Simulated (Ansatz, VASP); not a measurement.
## InCl3 in two plane-wave programs

One calculation is typed for both programs; each brings its own data sets. How far apart do they land? The cell is generated by rule, not measured, and may not be a known phase. The cell is taken from a series of runs on this material, whose earlier steps may have relaxed, scaled, displaced or heated it; both programs get it as it stands.

Method: plane waves, with VASP 6.6.1 beside it; PBEsol, in Ansatz 0.2.0.

The structure was built from a prototype and need not be the compound's stable phase.

## Step 1: The starting structure

The structure is tetragonal, space group P4/mbm (No. 127). The conventional cell has a = 7.105 Å, b = 7.105 Å, c = 5.024 Å, α = 90.00°, β = 90.00°, γ = 90.00°. Nearest to In lie 6 Cl at 2.51 to 2.52 Å. Nearest to Cl lie 2 In at 2.51 Å. Cl has 2 In at 2.52 Å nearest. Farther neighbours and most contacts between anions are not listed.

## Step 2: Ansatz: single point, PBEsol, pair 1

Ansatz runs on its default PAW (the set named soft_2) files.

With cell and atoms fixed, the geometry can't cause a difference; cores, projectors, grids and the points listed under the comparison can.

Input file input.yaml:

```yaml
crystal:
  lattice:
    - [-5.0239648185, 0.0, 0.0]
    - [0.0, -5.0239648185, -5.0239648185]
    - [0.0, -5.0239648185, 5.0239648185]
  atoms:
    - { symbol: In, position: [0.0, 0.5, 0.5] }
    - { symbol: In, position: [0.0, 0.0, 0.0] }
    - { symbol: Cl, position: [0.5, 0.5, 0.5] }
    - { symbol: Cl, position: [0.5, 0.0, 0.0] }
    - { symbol: Cl, position: [0.0, 0.2639332186, 0.2360667814] }
    - { symbol: Cl, position: [0.0, 0.7360667814, 0.7639332186] }
    - { symbol: Cl, position: [0.0, 0.2360667814, 0.7360667814] }
    - { symbol: Cl, position: [0.0, 0.7639332186, 0.2639332186] }
kpoints:
  mp_grid: { grid: [8, 6, 6] }
hamiltonian:
  xc: pbesol
scf:
  occupations: { method: methfessel_paxton, width: 0.2 }
output:
  forces: true
  stress: true
  eigenvalues: true
```

Started as:

```
ansatz run input.yaml --threads 4 --pin off --max-ram 7168MiB --backend cpu --events-out ev --progress --plain --runs-dir out
```

Numbers of over 12 decimals in the logs are rounded to 6 here.

What it wrote:

```text
Engine: ansatz 0.2.0, aarch64-unknown-linux-gnu
Pseudopotentials: kind: paw
Pseudopotential: In, paw, valence charge 13, recommended cutoff 420 eV (normal), In.paw.azcp
Pseudopotential: Cl, paw, valence charge 7, recommended cutoff 420 eV (normal), Cl.paw.azcp
Functional definition: PBEsol
  exchange = pbesol_x
  correlation = pbesol_c
Crystal: 8 atoms, lattice volume = 253.612 Å³
Basis set: ecut = 420 eV, 4981 PW (Γ), exchange–correlation on 72×96×96 points (8 copies of the dense FFT grid, shifted against one another)
Bands: 42, of which v1, the nominal top of the filled ones, is band 34 counted from 1 (33 counted from 0)
Symmetry: 16 space group operations
Space group: P4/mbm (ITA 127), of the structure as read, at distance tolerance 6.3e-5 Å
k-points: 50 of 288
Non-local potential: In, projectors of the file, l = 0: 2, l = 1: 2, l = 2: 2, l = 3: 2
Non-local potential: Cl, projectors of the file, l = 0: 2, l = 1: 2, l = 2: 2
PAW form: soft (Blöchl's): semilocal exchange-correlation on the pseudo side does not see the compensation charge
PAW frozen core: In, regenerated for the run's functional, and the local potential with it (the file was generated under x = pbe(κ = 0.804, μ = 0.219515), c = pbe(β = 0.066725))
PAW frozen core: Cl, regenerated for the run's functional, and the local potential with it (the file was generated under x = pbe(κ = 0.804, μ = 0.219515), c = pbe(β = 0.066725))
PAW one-centre angular grid: In, 590 points (default); XC on 64 Gauss nodes
PAW one-centre angular grid: Cl, 110 points (default); XC on 64 Gauss nodes
Initial density: superposition of atomic densities (neutral atoms: chi_scale 0, normalization atom), corrected by the library's trained network
Initial wavefunctions: pseudopotential atomic-orbital guess
Functional: x = pbesol(κ = 0.804, μ = 0.123457), c = pbesol(β = 0.046)
SCF iter   1: F=—  HF=-17422.783772 eV  |F-HF|=—  |Δ(HF+E_count)|=         —  Δρ=3.79e-3  dr2=4.25e-2  ethr=1.77e-3  ⟨swp⟩=8.3  Hψ=9116  notcnv=0  defer=3
preconditioner: auto → LDOS  [metal: Δε(μ)=0.095 eV  Ē_g=13.757 eV  σ=0.200 eV  W_gap=0.39  n_scr=46 (ndim 8)  ℏωp=19.2 eV  f_vac=0.247  D(μ)=1.37/eV (n_scr^D=4)  β→1.0]
SCF iter   2: F=—  HF=-17422.780721 eV  |F-HF|=—  |Δ(HF+E_count)|=   3.05e-3  S|Δr|=    0.00e0  Δρ=2.78e-3  dr2=2.17e-2  ethr=6.25e-5  ⟨swp⟩=2.0  Hψ=4201  notcnv=0  defer=26
SCF iter   3: F=—  HF=-17422.773032 eV  |F-HF|=—  |Δ(HF+E_count)|=   7.69e-3  S|Δr|=    0.00e0  Δρ=2.81e-4  dr2=2.95e-4  ethr=3.20e-5  ⟨swp⟩=2.2  Hψ=3322  notcnv=0  defer=26
SCF iter   4: F=—  HF=-17422.772950 eV  |F-HF|=—  |Δ(HF+E_count)|=   8.24e-5  S|Δr|=    0.00e0  Δρ=9.84e-5  dr2=2.53e-5  ethr=4.34e-7  ⟨swp⟩=2.0  Hψ=3580  notcnv=0  defer=26
SCF iter   5: F=—  HF=-17422.773099 eV  |F-HF|=—  |Δ(HF+E_count)|=   1.49e-4  S|Δr|=    0.00e0  Δρ=1.02e-5  dr2=1.55e-7  ethr=3.72e-8  ⟨swp⟩=2.1  Hψ=3099  notcnv=0  defer=26
SCF iter   6: F=-17422.773099 eV  HF=-17422.773099 eV  |F-HF|=7.14e-9  |Δ(HF+E_count)|=   1.19e-7  S|Δr|=    0.00e0  Δρ=2.93e-6  dr2=1.55e-8  ethr=1.47e-10  ⟨swp⟩=15.9  Hψ=9922  notcnv=0
SCF 1 converged in 6 iterations: F = -17422.773099 eV  dr2 = 1.55e-8
  greatest PAW one-centre occupation: 0.986 electrons in one spin orbital (limit 2), on the In atom at site 1 (counted from 0), in its partial waves of l = 2
SCF converged after 6 iterations
Stability not checked: this state was not tested for a lower state beside it, because cold or Methfessel-Paxton smearing, or corrected tetrahedra, fill the levels in a way that the test cannot read (fill_not_monotonic; see scf.lower_state_search)
Free energy (F): -17422.773099 eV
Harris-Foulkes:  -17422.773099 eV  (|F-HF|=7.14e-9)
Internal energy: -17422.792059 eV  (E = F + TS)
E sigma→0 (E₀):  -17422.777839 eV
Entropy (-TS):   0.018960 eV (2.370 meV/atom)
Fermi energy:    0.681608 eV
Step filling:    the computed levels leave a gap of 0.0916 eV = 0.5 smearing widths at the electron count; against every level under it full and every level over it empty, smearing changes F+E_penalty+E_count by +8.110 meV and its σ→0 estimate by +3.370 meV
--- Per-component energies (eV) ---
  E_band       = -454.467934
  E_kinetic    = 1450.738503
  E_local      = -5682.052005  (includes V_loc(G=0)·N_el)
  E_nonlocal   = 916.738756
  E_hartree    = 2191.699171
  E_xc         = -1055.843034
  E_vxc        = -919.456106  (∫ρ·V_xc dr)
  E_paw        = -12028.527813  (= ΣΔE_a)
  E_vpaw       = -603.836090  (= ΣTr[D̂ρ^β])
  E_aug_tail   = 0.000618  (compensation charges beyond the density's cutoff)
  E_ewald      = -3216.488653
  E_core_change = 0.942398  (= ΣΔE_core)
  E_smearing   = 0.018960  (= −TS)
  E_closure    = -0.000000  (closes the sum)
  Σ components = -17422.773099   (vs F -17422.773099, Δ=0.00e0)
--- Forces (eV/Å), atoms counted from 1 ---
  atom   1  In     0.00000000     0.00000000     0.00000000
  atom   2  In     0.00000000    -0.00000000     0.00000000
  atom   3  Cl     0.00000000     0.00000000     0.00000000
  atom   4  Cl     0.00000000     0.00000000     0.00000000
  atom   5  Cl     0.00000000     0.00000000    -0.12367838
  atom   6  Cl    -0.00000000     0.00000000     0.12367838
  atom   7  Cl    -0.00000000     0.12367838     0.00000000
  atom   8  Cl    -0.00000000    -0.12367838    -0.00000000
  max |Σ_I F_I| component: 1.39e-17 eV/Å
--- Stress (GPa, compression-positive) ---
        0.014430       0.000000      -0.000000
        0.000000      -0.159549       0.000000
        0.000000       0.000000      -0.159549
  P = ⅓ Tr σ = -0.1016 GPa (-1.016 kbar)
--- Band table (eV; the first three rows and the last of 50) ---
  k-point 0: bands = [... 30 lower, -0.0604, -0.0560, -0.0560, 0.0008, 0.7147, 5.5030, 6.7405, 6.7405, ... 4 higher]
  k-point 1: bands = [... 30 lower, -0.0814, -0.0764, -0.0357, 0.3893, 0.8575, 4.7863, 7.0699, 7.3565, ... 4 higher]
  k-point 2: bands = [... 30 lower, -0.1209, -0.1094, 0.0586, 0.3500, 1.6045, 3.6878, 7.7180, 7.9763, ... 4 higher]
  k-point 49: bands = [... 30 lower, -0.2964, -0.2964, 0.6168, 0.6168, 5.5222, 5.5222, 6.7245, 6.7245, ... 4 higher]
```

The run ends at a pressure of -0.10 GPa, with forces up to 0.12 eV/Å.

## Step 3: VASP: single point, PBEsol, pair 1

The same cell, functional, mesh and smearing now go to VASP, with its own data sets.

Lines of VASP's logs that name or quote its potential files are left out, and so is its time.

Input file INCAR:

```
SYSTEM = InCl3
PREC = Accurate
ENCUT = 500
EDIFF = 1E-06
NELM = 120
ISMEAR = 1
SIGMA = 0.2
LREAL = .FALSE.
ALGO = Normal
GGA = PS
NBANDS = 42
LORBIT = 11
LWAVE = .FALSE.
LCHARG = .FALSE.
ISIF = 2
LASPH = .TRUE.
GGA_COMPAT = .FALSE.
KPAR = 2
```

Input file POSCAR:

```
InCl3
1.0
   -5.0239648185      0.0000000000      0.0000000000
    0.0000000000     -5.0239648185     -5.0239648185
    0.0000000000     -5.0239648185      5.0239648185
In Cl
2 6
Direct
    0.0000000000      0.5000000000      0.5000000000
    0.0000000000      0.0000000000      0.0000000000
    0.5000000000      0.5000000000      0.5000000000
    0.5000000000      0.0000000000      0.0000000000
    0.0000000000      0.2639332186      0.2360667814
    0.0000000000      0.7360667814      0.7639332186
    0.0000000000      0.2360667814      0.7360667814
    0.0000000000      0.7639332186      0.2639332186
```

Input file KPOINTS:

```
Automatic mesh
0
Gamma
8 6 6
0 0 0
```

PAW data sets: In_d and Cl (PBE family, release 64).

Started as:

```
mpirun -np 2 vasp_std
```

What it wrote:

```text
[banner, memory and clock lines left out]
running    2 mpi-ranks, on    1 nodes
 distrk:  each k-point on    1 cores,    2 groups
 distr:  one band on    1 cores,    1 groups

 POSCAR found type information on POSCAR InCl
 POSCAR found :  2 types and       8 ions
|                                                                             |
|               ----> ADVICE to this user running VASP <----                  |
|                                                                             |
|     You enforced a specific xc type in the INCAR file but a different       |
|     [... a line on the potential file left out ...]
|     I HOPE YOU KNOW WHAT YOU ARE DOING!                                     |
|                                                                             |

 LDA part: xc-table for (Slater+PW92), standard interpolation
 POSCAR, INCAR and KPOINTS ok, starting setup
 FFT: planning ... GRIDC
 FFT: planning ... GRID_SOFT
 FFT: planning ... GRID
 WAVECAR not read
 entering main loop
       N       E                     dE             d eps       ncg     rms          rms(c)
DAV:   1     0.708814507005E+03    0.70881E+03   -0.28812E+04  4200   0.153E+03
DAV:   2     0.838677486292E+02   -0.62495E+03   -0.60189E+03  5060   0.377E+02
DAV:   3    -0.204981004023E+02   -0.10437E+03   -0.10218E+03  5002   0.172E+02
DAV:   4    -0.265728954065E+02   -0.60748E+01   -0.60493E+01  5256   0.480E+01
DAV:   5    -0.268805673196E+02   -0.30767E+00   -0.30752E+00  6504   0.103E+01    0.105E+01
DAV:   6    -0.252607860434E+02    0.16198E+01   -0.27690E+00  5934   0.234E+01    0.705E+00
DAV:   7    -0.250533773736E+02    0.20741E+00   -0.11208E+00  6500   0.135E+01    0.270E+00
DAV:   8    -0.250535289928E+02   -0.15162E-03   -0.29298E-01  6670   0.535E+00    0.723E-01
DAV:   9    -0.250530872928E+02    0.44170E-03   -0.13310E-02  6578   0.122E+00    0.323E-01
DAV:  10    -0.250529986983E+02    0.88595E-04   -0.18976E-03  6634   0.544E-01    0.113E-01
DAV:  11    -0.250530482126E+02   -0.49514E-04   -0.68966E-04  6622   0.216E-01    0.317E-02
DAV:  12    -0.250530548664E+02   -0.66539E-05   -0.24504E-05  5734   0.309E-02    0.152E-02
DAV:  13    -0.250530578602E+02   -0.29938E-05   -0.43951E-06  4768   0.341E-02    0.375E-03
DAV:  14    -0.250530581680E+02   -0.30777E-06   -0.63919E-07  3432   0.903E-03
   1 F= -.25053058E+02 E0= -.25059404E+02  d E =0.190383E-01
```

OUTCAR, selected parts (step 3):

```text
ion  position               nearest neighbor table
   1  0.000  0.500  0.500-   3 2.51   3 2.51   6 2.52   7 2.52   8 2.52   5 2.52
   2  0.000  0.000  0.000-   4 2.51   4 2.51   6 2.52   7 2.52   8 2.52   5 2.52
   3  0.500  0.500  0.500-   1 2.51   1 2.51
   4  0.500  0.000  0.000-   2 2.51   2 2.51
   5  0.000  0.264  0.236-   1 2.52   2 2.52
   6  0.000  0.736  0.764-   1 2.52   2 2.52
   7  0.000  0.236  0.736-   1 2.52   2 2.52
   8  0.000  0.764  0.264-   1 2.52   2 2.52

  LATTYP: Found a simple tetragonal cell.
 ALAT       =     7.1049591832
 C/A-ratio  =     0.7071067812

 Subroutine GETGRP returns: Found 16 space group operations
 (whereof  8 operations were pure point group operations)

The static configuration has the point symmetry C_4h.
 The point group associated with its full space group is D_4h.

 Found     50 irreducible k-points:

   k-points           NKPTS =     50   k-points in BZ     NKDIM =     50   number of bands    NBANDS=     42

   dimension x,y,z NGX =    40 NGY =   54 NGZ =   54
   dimension x,y,z NGXF=    80 NGYF=  108 NGZF=  108

   ENCUT  =  500.0 eV  36.75 Ry    6.06 a.u.   9.16 12.95 12.95*2*pi/ulx,y,z

   NELECT =      68.0000    total number of electrons

 k-points in reciprocal lattice and weights: Automatic mesh
   0.00000000  0.00000000  0.00000000       0.003
   0.12500000  0.00000000  0.00000000       0.007
   0.25000000  0.00000000  0.00000000       0.007
   0.37500000  0.00000000  0.00000000       0.007
   0.50000000  0.00000000  0.00000000       0.003
   0.00000000  0.16666667  0.00000000       0.014
   0.12500000  0.16666667  0.00000000       0.028
   0.25000000  0.16666667  0.00000000       0.028
   0.37500000  0.16666667  0.00000000       0.028
[...]
0.37500000  0.50000000  0.50000000       0.007
   0.50000000  0.50000000  0.50000000       0.003

 average (electrostatic) potential at core
       1-100.7127       2-100.7127       3 -94.5424       4 -94.5424       5 -94.5539
       6 -94.5539       7 -94.5539       8 -94.5539

 E-fermi :  -0.5939

 k-point     1 :       0.0000    0.0000    0.0000
  band No.  band energies     occupation
    ...
     31      -1.3331      2.00000
     32      -1.3287      2.00000
     33      -1.3287      2.00000
     34      -1.2646      2.00002
     35      -0.5574      0.69656
     36       4.2507      0.00000
     37       5.5048      0.00000
     38       5.5048      0.00000
     39       5.9435      0.00000
     40       8.1886      0.00000
    ...

 k-point     2 :       0.1250    0.0000    0.0000
  band No.  band energies     occupation
    ...
     30      -1.3665      2.00000
     31      -1.3665      2.00000
     32      -1.3126      2.00000
     33      -1.3126      2.00000
     34      -0.8112      2.06386
     35      -0.3392     -0.07024
     36       4.2837      0.00000
     37       5.3733      0.00000
     38       5.3733      0.00000
     39       6.1001      0.00000
    ...

 k-point     3 :       0.2500    0.0000    0.0000
  band No.  band energies     occupation
    ...
     30      -1.3464      2.00000
     31      -1.3464      2.00000
     32      -1.0073      2.01280
     33      -1.0073      2.01280
     34      -0.7043      1.79458
     35       0.5844     -0.00000
     36       4.3837      0.00000
     37       5.0636      0.00000
     38       5.0636      0.00000
     39       6.5349      0.00000
    ...

  Total       -0.0387680     -0.3133629     -0.3133629      0.0000000      0.0000000      0.0000000
  in kB       -0.2449143     -1.9796496     -1.9796496      0.0000000      0.0000000      0.0000000
  external PRESSURE =      -1.4014045 kB  Pullay stress =       0.0000000 kB

  energy-cutoff  :      500.00
  volume of cell :      253.61
      direct lattice vectors                 reciprocal lattice vectors
    -5.023964818  0.000000000  0.000000000    -0.199045980  0.000000000  0.000000000
     0.000000000 -5.023964818 -5.023964818     0.000000000 -0.099522990 -0.099522990
     0.000000000 -5.023964818  5.023964818     0.000000000 -0.099522990  0.099522990

 POSITION                                       TOTAL-FORCE (eV/Angst)
 -----------------------------------------------------------------------------------
      0.00000     -5.02396      0.00000         0.000000     -0.000000     -0.000000
      0.00000      0.00000      0.00000         0.000000     -0.000000     -0.000000
     -2.51198     -5.02396      0.00000         0.000000     -0.000000     -0.000000
     -2.51198      0.00000      0.00000         0.000000     -0.000000     -0.000000
      0.00000     -2.51198     -0.14000         0.000000     -0.000000     -0.123747
      0.00000     -7.53595      0.14000         0.000000     -0.000000      0.123747
      0.00000     -4.88396      2.51198         0.000000      0.123747     -0.000000
      0.00000     -5.16396     -2.51198         0.000000     -0.123747     -0.000000
 -----------------------------------------------------------------------------------
    total drift:                                0.000000     -0.000000     -0.000000

  FREE ENERGIE OF THE ION-ELECTRON SYSTEM (eV)
  ---------------------------------------------------
  free  energy   TOTEN  =       -25.0530581680 eV

  energy  without entropy=      -25.0720964537  energy(sigma->0) =      -25.05940426

 total charge
# of ion       s       p       d       tot
------------------------------------------
    1        0.665   0.553   9.983  11.200
    2        0.665   0.553   9.983  11.200
    3        1.586   3.510   0.000   5.097
    4        1.586   3.510   0.000   5.097
    5        1.587   3.508   0.000   5.094
    6        1.587   3.508   0.000   5.094
    7        1.587   3.508   0.000   5.094
    8        1.587   3.508   0.000   5.094
--------------------------------------------------
tot         10.848  22.157  19.965  52.970

[... 3 further parts left out ...]
```

The gap is under twice the smearing width, so the edge states are partly filled and the run can't tell a small gap from a semimetal. Methfessel-Paxton smearing is not meant for a cell with a gap.

## Step 4: Side by side

Known differences besides the potentials themselves: the cutoff is 420 eV in Ansatz and 500 eV in VASP; Ansatz makes its cores anew for this functional, VASP keeps those of its PBE data sets. Total energies have different zeros and are not compared.

Compared:

```csv
quantity,Ansatz,VASP,difference
pressure (GPa),-0.10,-0.14,+0.04
```

Forces (eV/Å; atoms numbered as in POSCAR):

```csv
atom,"Ansatz x, y, z","VASP x, y, z"
In1,"0.000, 0.000, 0.000","0.000, 0.000, 0.000"
In2,"0.000, 0.000, 0.000","0.000, 0.000, 0.000"
Cl3,"0.000, 0.000, 0.000","0.000, 0.000, 0.000"
Cl4,"0.000, 0.000, 0.000","0.000, 0.000, 0.000"
Cl5,"0.000, 0.000, -0.124","0.000, 0.000, -0.124"
Cl6,"0.000, 0.000, 0.124","0.000, 0.000, 0.124"
Cl7,"0.000, 0.124, 0.000","0.000, 0.124, 0.000"
Cl8,"0.000, -0.124, 0.000","0.000, -0.124, 0.000"
```

The forces differ by 0.0 meV/Å r.m.s., which is 0.1 % of the r.m.s. force of 0.051 eV/Å (both taken over all components).

## Step 5: Ansatz: single point, PBEsol, pair 2

With cell and atoms fixed, the geometry can't cause a difference; cores, projectors, grids and the points listed under the comparison can.

The cell is taken from a series of runs on this material, whose earlier steps may have relaxed, scaled, displaced or heated it; both programs get it as it stands.

input.yaml, the sections that differ from step 2:

```yaml
crystal:
  lattice:
    - [-5.0239648185, 0.0, 0.0]
    - [0.0, -5.0239648185, -5.0239648185]
    - [0.0, -5.0239648185, 5.0239648185]
  atoms:
    - { symbol: In, position: [0.0, 0.5, 0.5] }
    - { symbol: In, position: [0.0, 0.0, 0.0] }
    - { symbol: Cl, position: [0.5, 0.5, 0.5] }
    - { symbol: Cl, position: [0.5, 0.0, 0.0] }
    - { symbol: Cl, position: [0.0, 0.2718950578, 0.2281049422] }
    - { symbol: Cl, position: [0.0, 0.7281049422, 0.7718950578] }
    - { symbol: Cl, position: [0.0, 0.2281049422, 0.7281049422] }
    - { symbol: Cl, position: [0.0, 0.7718950578, 0.2718950578] }
# kpoints, hamiltonian, scf, output: as in step 2
```

Started as:

```
ansatz run input.yaml --threads 4 --pin off --max-ram 7168MiB --backend cpu --events-out ev --progress --plain --runs-dir out
```

What it wrote:

```text
[...]
Crystal: 8 atoms, lattice volume = 253.612 Å³
Basis set: ecut = 420 eV, 4981 PW (Γ), exchange–correlation on 72×96×96 points (8 copies of the dense FFT grid, shifted against one another)
Bands: 42, of which v1, the nominal top of the filled ones, is band 34 counted from 1 (33 counted from 0)
Symmetry: 16 space group operations
[...]
k-points: 50 of 288
[...]
k-point 0: bands = [... 30 lower, -0.0797, -0.0595, -0.0486, -0.0486, 0.8139, 5.4349, 6.7423, 6.7423, ... 2 higher]
  k-point 1: bands = [... 30 lower, -0.0755, -0.0751, -0.0317, 0.2760, 0.9711, 4.7459, 7.0535, 7.3768, ... 2 higher]
  k-point 2: bands = [... 30 lower, -0.1186, -0.1030, 0.0544, 0.3012, 1.6420, 3.6681, 7.6987, 7.9732, ... 2 higher]
  k-point 49: bands = [... 30 lower, -0.2679, -0.2679, 0.6157, 0.6157, 5.4821, 5.4821, 6.7027, 6.7027, ... 2 higher]
[key lines of the parts left out:]
SCF converged after 6 iterations
Free energy (F): -17422.819404 eV
Fermi energy:    0.681339 eV
P = ⅓ Tr σ = -0.2672 GPa (-2.672 kbar)
```

The run ends at a pressure of -0.27 GPa, with forces up to 0.16 eV/Å.

(Part 1 of 2 ends here.)

[Lines on the potential files, build, host, timing and source positions are cut from VASP's logs without a mark.]

[Logs are printed without paths, hosts, clocks, repeated set-up lines and the standing remarks that a program may print on its own settings, such as how far it seeks lower states.]

[Hosts, paths, dates, database ids (printed as entryN), source tags and the programs' standing remarks are cut or masked in the printed files.]
